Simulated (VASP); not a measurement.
Data:

```xyz
1
Lattice="0.0000 2.7400 2.7400 2.7400 0.0000 2.7400 2.7400 2.7400 0.0000" Properties=species:S:1:pos:R:3 pbc="T T T"
Yb     0.0000     0.0000     0.0000
```

The numbers are results of PBE GGA, VASP's PBE PAW potentials (set 64) (plane waves; VASP 6.6.1), not measurements. Run with 400 eV cut-off, 10×10×10 Γ-centred mesh, tetrahedra, potentials Yb_2.

The 4f electrons are frozen in the core of the lanthanide potential, so 4f levels, which can set the real gap, and their magnetism are missing.

**Question.** What does the run give for the energy per atom (σ→0), band gap (on the k-mesh) with the smallest direct gap where there is one?

**Answer.** 
The band gap (on the k-mesh) is none (metal, semimetal or under 0.01 eV) and the energy per atom (σ→0) is -1.460 eV/atom.

Total energies compare only between runs with the same potentials, cut-off and functional.

The compound is Yb in the fcc structure. The cell was not relaxed at this level. The run is one of a series of settings (ISMEAR = -4, SIGMA removed against the base run), some of them coarse on purpose.
